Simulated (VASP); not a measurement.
Level of theory: LDA (Ceperley-Alder, Perdew-Zunger), VASP's LDA PAW potentials (set 64) (plane waves; VASP).

A VASP calculation is set up with these files.

INCAR:
```
SYSTEM = Mo
PREC = Accurate
ENCUT = 400
EDIFF = 1E-6
NELM = 100
ALGO = Normal
LREAL = .FALSE.
LASPH = .TRUE.
ISMEAR = 1
SIGMA = 0.1
LMAXMIX = 4
LWAVE = .FALSE.
LCHARG = .FALSE.
IBRION = 2
ISIF = 3
NSW = 60
EDIFFG = -0.01
```

POSCAR:
```
Mo
1.0
 -1.5838100000   1.5838100000   1.5838100000
  1.5838100000  -1.5838100000   1.5838100000
  1.5838100000   1.5838100000  -1.5838100000
Mo
1
Cartesian
  0.0000000000   0.0000000000   0.0000000000
```

**KPOINTS**
```
Automatic mesh
0
gamma
  15 15 15
```

POTCAR, in this order: Mo_sv (LDA.64 set). Program: vasp_std.

Output of the run:

File OUTCAR:
```
 ion  position               nearest neighbor table
   1  0.000  0.000  0.000-
  LATTYP: Found a body centered cubic cell.
 ALAT       =     3.1676200000
 Subroutine PRICEL returns:
 Original cell was already a primitive cell.
 Subroutine GETGRP returns: Found 48 space group operations
The static configuration has the point symmetry O_h .
The dynamic configuration has the point symmetry O_h .
 Subroutine INISYM returns: Found 48 space group operations
 Subroutine IBZKPT returns following result:
 Found    120 irreducible k-points:

 Following reciprocal coordinates:
            Coordinates               Weight
  0.000000  0.000000  0.000000      1.000000
  0.066667  0.000000  0.000000     12.000000
  0.133333  0.000000  0.000000     12.000000
  0.200000  0.000000  0.000000     12.000000
  0.266667  0.000000  0.000000     12.000000
  0.333333  0.000000  0.000000     12.000000
  0.400000  0.000000  0.000000     12.000000
  0.466667  0.000000  0.000000     12.000000
  0.066667  0.066667  0.000000     24.000000
  0.133333  0.066667  0.000000     48.000000
...
```

### OSZICAR
```
       N       E                     dE             d eps       ncg     rms          rms(c)
DAV:   1     0.760039131023E+02    0.76004E+02   -0.71368E+03  2673   0.108E+03
DAV:   2    -0.117922742314E+02   -0.87796E+02   -0.84795E+02  2799   0.312E+02
DAV:   3    -0.128547849851E+02   -0.10625E+01   -0.10495E+01  3034   0.352E+01
DAV:   4    -0.128577559200E+02   -0.29709E-02   -0.29706E-02  2898   0.209E+00
DAV:   5    -0.128577706487E+02   -0.14729E-04   -0.14728E-04  3050   0.147E-01    0.150E+01
DAV:   6    -0.121941312944E+02    0.66364E+00   -0.11743E+00  2844   0.133E+01    0.353E+00
DAV:   7    -0.121023164303E+02    0.91815E-01   -0.19641E-01  3049   0.493E+00    0.103E+00
DAV:   8    -0.120944814307E+02    0.78350E-02   -0.60961E-03  2783   0.101E+00    0.279E-01
DAV:   9    -0.120944868878E+02   -0.54571E-05   -0.18515E-04  3296   0.187E-01    0.960E-02
DAV:  10    -0.120945000541E+02   -0.13166E-04   -0.72754E-06  2952   0.337E-02    0.851E-03
DAV:  11    -0.120944999880E+02    0.66067E-07   -0.40712E-07  1668   0.735E-03
   1 F= -.12094500E+02 E0= -.12094333E+02  d E =-.120945E+02
       N       E                     dE             d eps       ncg     rms          rms(c)
DAV:   1    -0.183060605013E+02   -0.62116E+01   -0.16853E+02  2733   0.185E+02    0.496E+01
DAV:   2    -0.124401924843E+02    0.58659E+01   -0.11441E+01  2643   0.487E+01    0.561E+00
DAV:   3    -0.117354087740E+02    0.70478E+00   -0.22645E+00  2759   0.207E+01    0.969E+00
DAV:   4    -0.117843599033E+02   -0.48951E-01   -0.49673E-02  2814   0.278E+00    0.228E+00
DAV:   5    -0.117870740391E+02   -0.27141E-02   -0.22691E-02  2833   0.201E+00    0.190E-01
DAV:   6    -0.117870491685E+02    0.24871E-04   -0.23791E-04  2877   0.159E-01    0.312E-02
DAV:   7    -0.117870428766E+02    0.62918E-05   -0.17607E-05  2925   0.545E-02    0.806E-03
DAV:   8    -0.117870428585E+02    0.18101E-07   -0.29141E-07  1520   0.724E-03
   2 F= -.11787043E+02 E0= -.11786933E+02  d E =0.307457E+00
       N       E                     dE             d eps       ncg     rms          rms(c)
DAV:   1    -0.161934823165E+02   -0.44064E+01   -0.10730E+02  2715   0.156E+02    0.157E+01
DAV:   2    -0.122563724669E+02    0.39371E+01   -0.97981E+00  2646   0.398E+01    0.720E+00
DAV:   3    -0.120828987765E+02    0.17347E+00   -0.10344E+00  2825   0.131E+01    0.119E+00
DAV:   4    -0.121124688269E+02   -0.29570E-01   -0.93541E-03  2790   0.111E+00    0.710E-01
DAV:   5    -0.121282976520E+02   -0.15829E-01   -0.73911E-03  2769   0.843E-01    0.468E-02
DAV:   6    -0.121282880598E+02    0.95922E-05   -0.60502E-05  2943   0.847E-02    0.237E-02
DAV:   7    -0.121282835463E+02    0.45136E-05   -0.23253E-06  2802   0.160E-02    0.443E-03
DAV:   8    -0.121282835421E+02    0.41521E-08   -0.23029E-08  1491   0.180E-03
   3 F= -.12128284E+02 E0= -.12128031E+02  d E =-.337836E-01
       N       E                     dE             d eps       ncg     rms          rms(c)
DAV:   1    -0.121293733600E+02   -0.10898E-02   -0.24629E-02  2760   0.230E+00    0.386E-01
DAV:   2    -0.121284351814E+02    0.93818E-03   -0.20397E-03  2751   0.602E-01    0.559E-02
DAV:   3    -0.121283784510E+02    0.56730E-04   -0.26403E-04  2846   0.212E-01    0.591E-02
DAV:   4    -0.121283881857E+02   -0.97348E-05   -0.56921E-06  2745   0.263E-02    0.216E-03
DAV:   5    -0.121283881620E+02    0.23755E-07   -0.42648E-07  1518   0.878E-03
   4 F= -.12128388E+02 E0= -.12128136E+02  d E =-.338882E-01
       N       E                     dE             d eps       ncg     rms          rms(c)
DAV:   1    -0.121285695773E+02   -0.18139E-03   -0.45691E-03  2754   0.990E-01    0.166E-01
DAV:   2    -0.121283954494E+02    0.17413E-03   -0.37891E-04  2739   0.260E-01    0.242E-02
DAV:   3    -0.121283849944E+02    0.10455E-04   -0.48830E-05  2864   0.910E-02    0.253E-02
DAV:   4    -0.121283868167E+02   -0.18224E-05   -0.10393E-06  2117   0.114E-02    0.915E-04
DAV:   5    -0.121283868138E+02    0.29299E-08   -0.98491E-08  1332   0.431E-03
   5 F= -.12128387E+02 E0= -.12128135E+02  d E =-.338868E-01
       N       E                     dE             d eps       ncg     rms          rms(c)
DAV:   1    -0.121289993921E+02   -0.61258E-03   -0.15823E-02  2760   0.184E+00    0.306E-01
DAV:   2    -0.121283964519E+02    0.60294E-03   -0.13199E-03  2745   0.484E-01    0.448E-02
DAV:   3    -0.121283608244E+02    0.35627E-04   -0.16752E-04  2846   0.168E-01    0.462E-02
DAV:   4    -0.121283669857E+02   -0.61613E-05   -0.37630E-06  2739   0.213E-02    0.166E-03
DAV:   5    -0.121283669594E+02    0.26275E-07   -0.23802E-07  1434   0.653E-03
   6 F= -.12128367E+02 E0= -.12128114E+02  d E =0.198544E-04
       N       E                     dE             d eps       ncg     rms          rms(c)
DAV:   1    -0.121287048114E+02   -0.33783E-03   -0.78544E-03  2760   0.130E+00    0.217E-01
DAV:   2    -0.121284058850E+02    0.29893E-03   -0.65088E-04  2748   0.340E-01    0.316E-02
DAV:   3    -0.121283879055E+02    0.17979E-04   -0.83837E-05  2843   0.119E-01    0.332E-02
DAV:   4    -0.121283910210E+02   -0.31155E-05   -0.18064E-06  2383   0.149E-02    0.119E-03
DAV:   5    -0.121283910130E+02    0.80297E-08   -0.14766E-07  1350   0.523E-03
   7 F= -.12128391E+02 E0= -.12128139E+02  d E =-.419917E-05
```

### OUTCAR
```
------------------------ aborting loop because EDIFF is reached ----------------------------------------
  FORCE on cell =-STRESS in cart. coord.  units (eV):
  Direction    XX          YY          ZZ          XY          YZ          ZX
  --------------------------------------------------------------------------------------
  Total       -0.0003083     -0.0003083     -0.0003083      0.0000000      0.0000000      0.0000000
  in kB       -0.0326837     -0.0326837     -0.0326837      0.0000000      0.0000000      0.0000000
  external PRESSURE =      -0.0326837 kB  Pullay stress =       0.0000000 kB
  volume of cell :       15.11
      direct lattice vectors                 reciprocal lattice vectors
    -1.557565827  1.557565827  1.557565827     0.000000000  0.321013720  0.321013720
     1.557565827 -1.557565827  1.557565827     0.321013720  0.000000000  0.321013720
     1.557565827  1.557565827 -1.557565827     0.321013720  0.321013720  0.000000000
 POSITION                                       TOTAL-FORCE (eV/Angst)
 -----------------------------------------------------------------------------------
      0.00000      0.00000      0.00000        -0.000000      0.000000      0.000000
 -----------------------------------------------------------------------------------
    total drift:                                0.000000     -0.000000      0.000000
  FREE ENERGIE OF THE ION-ELECTRON SYSTEM (eV)
  ---------------------------------------------------
  free  energy   TOTEN  =       -12.1283910130 eV

  energy  without entropy=      -12.1276338627  energy(sigma->0) =      -12.12813863

 reached required accuracy - stopping structural energy minimisation
```
(Selected blocks of OUTCAR.)

### CONTCAR
```
Mo
   1.00000000000000
    -1.5575658272748940    1.5575658272748940    1.5575658272748940
     1.5575658272748940   -1.5575658272748940    1.5575658272748940
     1.5575658272748940    1.5575658272748940   -1.5575658272748940
  Mo
     1
Direct
     0.0000000000000000    0.0000000000000000    0.0000000000000000
```

Energy and stress use the plane-wave basis of the starting cell.

The structure comes from a computed database's Mo entry (Im-3m); how it stands against other phases isn't given here. This run relaxes it. Symmetry was kept, so distortions that lower it aren't found.
